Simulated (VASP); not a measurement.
Output of a VASP run:

**OUTCAR**
```
 ion  position               nearest neighbor table
   1  0.000  0.000  0.000-
  LATTYP: Found a face centered cubic cell.
 ALAT       =     5.9236279776
 Subroutine PRICEL returns:
 Original cell was already a primitive cell.
 Subroutine GETGRP returns: Found 48 space group operations
The static configuration has the point symmetry O_h .
The dynamic configuration has the point symmetry O_h .
 Subroutine INISYM returns: Found 48 space group operations
 Subroutine IBZKPT returns following result:
 Found     20 irreducible k-points:

 Following reciprocal coordinates:
            Coordinates               Weight
  0.000000  0.000000  0.000000      1.000000
  0.142857  0.000000  0.000000      8.000000
  0.285714  0.000000  0.000000      8.000000
  0.428571  0.000000  0.000000      8.000000
  0.142857  0.142857  0.000000      6.000000
  0.285714  0.142857  0.000000     24.000000
  0.428571  0.142857  0.000000     24.000000
 -0.428571  0.142857  0.000000     24.000000
 -0.285714  0.142857  0.000000     24.000000
 -0.142857  0.142857  0.000000     12.000000
  0.285714  0.285714  0.000000      6.000000
  0.428571  0.285714  0.000000     24.000000
 -0.428571  0.285714  0.000000     24.000000
 -0.285714  0.285714  0.000000     12.000000
  0.428571  0.428571  0.000000      6.000000
 -0.428571  0.428571  0.000000     12.000000
  0.428571  0.285714  0.142857     24.000000
 -0.428571  0.285714  0.142857     48.000000
 -0.428571  0.428571  0.142857     24.000000
 -0.285714  0.428571  0.142857     24.000000
   k-points           NKPTS =     20   k-points in BZ     NKDIM =     20   number of bands    NBANDS=      9
   number of dos      NEDOS =    301   number of ions     NIONS =      1
   total plane-waves  NPLWV =  32768
   dimension x,y,z NGX =    32 NGY =   32 NGZ =   32
   dimension x,y,z NGXF=    64 NGYF=   64 NGZF=   64
   ions per type =               1
   PREC   = accura    normal or accurate (medium, high low for compatibility)
   ISTART =      0    job   : 0-new  1-cont  2-samecut
   ICHARG =      2    charge: 1-file 2-atom 10-const
   ISPIN  =      1    spin polarized calculation?
   LNONCOLLINEAR =      F non collinear calculations
   LSORBIT =      F    spin-orbit coupling
   INIWAV =      1    electr: 0-lowe 1-rand  2-diag
   ENCUT  =  520.0 eV  38.22 Ry    6.18 a.u.   7.79  7.79  7.79*2*pi/ulx,y,z
   NELM   =    100;   NELMIN=  2; NELMDL= -5     # of ELM steps
   EDIFF  = 0.1E-05   stopping-criterion for ELM
   LREAL  =      F    real-space projection
   NLSPLINE    = F    spline interpolate recip. space projectors
   LMAXMIX     =    4 max onsite mixed and CHGCAR
   VOSKOWN=      0    Vosko Wilk Nusair interpolation
   EDIFFG = -.1E-01   stopping-criterion for IOM
   NSW    =     60    number of steps for IOM
   NBLOCK =      1;   KBLOCK =     60    inner block; outer block
   IBRION =      2    ionic relax: 0-MD 1-quasi-New 2-CG
   NFREE  =      1    steps in history (QN), initial steepest desc. (CG)
   ISIF   =      3    stress and relaxation
   ISYM   =      2    0-nonsym 1-usesym 2-fastsym
   TEIN   =    0.0    initial temperature
   TEBEG  =    0.0;   TEEND  =   0.0 temperature during run
   SMASS  =  -3.00    Nose mass-parameter (am)
   PSTRESS=    0.0 pullay stress
   NELECT =      10.0000    total number of electrons
   EFERMI =   0.00;   METHOD = LEGACY
   ISMEAR =     0;   SIGMA  =   0.05  broadening in eV -4-tet -1-fermi 0-gaus
   IALGO  =     38    algorithm
   LDIAG  =      T    sub-space diagonalisation (order eigenvalues)
   IMIX   =      4    mixing-type and parameters
     AMIX     =   0.40;   BMIX     =  1.00
     AMIX_MAG =   1.60;   BMIX_MAG =  1.00
     AMIN     =   0.10
   GGA     = BO    functional components
   VOSKOWN =     0    Vosko Wilk Nusair interpolation
   LHFCALC =     F    Hartree Fock is set to
   LHFONE  =     F    Hartree Fock one center treatment
   AEXX    =    0.0000 exact exchange contribution
...
```

**OSZICAR**
```
       N       E                     dE             d eps       ncg     rms          rms(c)
DAV:   1     0.422912194508E+02    0.42291E+02   -0.50012E+03   360   0.975E+02
DAV:   2     0.233341715899E+01   -0.39958E+02   -0.39512E+02   419   0.172E+02
DAV:   3     0.754906318824E+00   -0.15785E+01   -0.15737E+01   525   0.287E+01
DAV:   4     0.717717731181E+00   -0.37189E-01   -0.37173E-01   545   0.428E+00
DAV:   5     0.717243409302E+00   -0.47432E-03   -0.47416E-03   571   0.309E-01    0.121E+01
DAV:   6     0.717588787757E+00    0.34538E-03   -0.61565E-03   401   0.901E-01    0.679E+00
DAV:   7     0.715915966107E+00   -0.16728E-02   -0.10937E-02   388   0.114E+00    0.265E-01
DAV:   8     0.715481636294E+00   -0.43433E-03   -0.17816E-03   560   0.261E-01    0.106E-01
DAV:   9     0.715414020114E+00   -0.67616E-04   -0.52913E-05   502   0.608E-02    0.436E-02
DAV:  10     0.715363789319E+00   -0.50231E-04   -0.10320E-04   382   0.505E-02    0.221E-02
DAV:  11     0.715363389802E+00   -0.39952E-06   -0.88233E-07   494   0.582E-03
   1 F= 0.71536339E+00 E0= 0.71617735E+00  d E =0.715363E+00
       N       E                     dE             d eps       ncg     rms          rms(c)
DAV:   1     0.713696210252E+00   -0.16676E-02   -0.38773E-02   449   0.162E+00    0.339E-01
DAV:   2     0.714974415772E+00    0.12782E-02   -0.30437E-03   385   0.534E-01    0.117E-01
DAV:   3     0.715353179086E+00    0.37876E-03   -0.19967E-03   537   0.278E-01    0.117E-01
DAV:   4     0.715292716887E+00   -0.60462E-04   -0.34889E-05   498   0.503E-02    0.561E-02
DAV:   5     0.715261358965E+00   -0.31358E-04   -0.18003E-04   518   0.752E-02    0.116E-02
DAV:   6     0.715261608529E+00    0.24956E-06   -0.12793E-06   295   0.738E-03
   2 F= 0.71526161E+00 E0= 0.71602458E+00  d E =-.101781E-03
```

OUTCAR:
```
------------------------ aborting loop because EDIFF is reached ----------------------------------------
  FORCE on cell =-STRESS in cart. coord.  units (eV):
  Direction    XX          YY          ZZ          XY          YZ          ZX
  --------------------------------------------------------------------------------------
  Total       -0.0081259     -0.0081259     -0.0081259      0.0000000     -0.0000000     -0.0000000
  in kB       -0.2517302     -0.2517302     -0.2517302      0.0000000     -0.0000000     -0.0000000
  external PRESSURE =      -0.2517302 kB  Pullay stress =       0.0000000 kB
  volume of cell :       51.72
      direct lattice vectors                 reciprocal lattice vectors
    -0.000000000  2.957148501  2.957148501    -0.169081803  0.169081803  0.169081803
     2.957148501  0.000000000  2.957148501     0.169081803 -0.169081803  0.169081803
     2.957148501  2.957148501  0.000000000     0.169081803  0.169081803 -0.169081803
 POSITION                                       TOTAL-FORCE (eV/Angst)
 -----------------------------------------------------------------------------------
      5.91430      2.95715      2.95715         0.000000      0.000000      0.000000
 -----------------------------------------------------------------------------------
    total drift:                                0.000000      0.000000      0.000000
  FREE ENERGIE OF THE ION-ELECTRON SYSTEM (eV)
  ---------------------------------------------------
  free  energy   TOTEN  =         0.7152616085 eV

  energy  without entropy=        0.7167875527  energy(sigma->0) =        0.71602458

 reached required accuracy - stopping structural energy minimisation
```
(Selected blocks of OUTCAR.)

**POSCAR**
```
Sr
1
   -0.0000000000     2.9618139888     2.9618139888
    2.9618139888     0.0000000000     2.9618139888
    2.9618139888     2.9618139888    -0.0000000000
Sr
1
Direct
  0.0000000000   0.0000000000   0.0000000000
```

Write an INCAR and KPOINTS that could have produced this output.

This is not unique; one that fits is the input of the run itself, optB88-vdW, plane waves, VASP's PBE PAW potentials (set 64).

### INCAR
```
SYSTEM = Sr
PREC = Accurate
ENCUT = 520
EDIFF = 1E-6
NELM = 100
ALGO = Normal
LREAL = .FALSE.
LASPH = .TRUE.
ISMEAR = 0
SIGMA = 0.05
GGA = BO
PARAM1 = 0.1833333333
PARAM2 = 0.22
LUSE_VDW = .TRUE.
AGGAC = 0.0
LMAXMIX = 4
LWAVE = .FALSE.
LCHARG = .FALSE.
IBRION = 2
ISIF = 3
NSW = 60
EDIFFG = -0.01
```

**KPOINTS**
```
Automatic mesh
0
Gamma
7 7 7
0 0 0
```

POTCAR, in this order: Sr_sv (PBE.64 set). Program: vasp_std.

The compound is Sr in the fcc structure. This run relaxes it. Symmetry was kept, so distortions that lower it aren't found. The start is the result of an earlier pass.
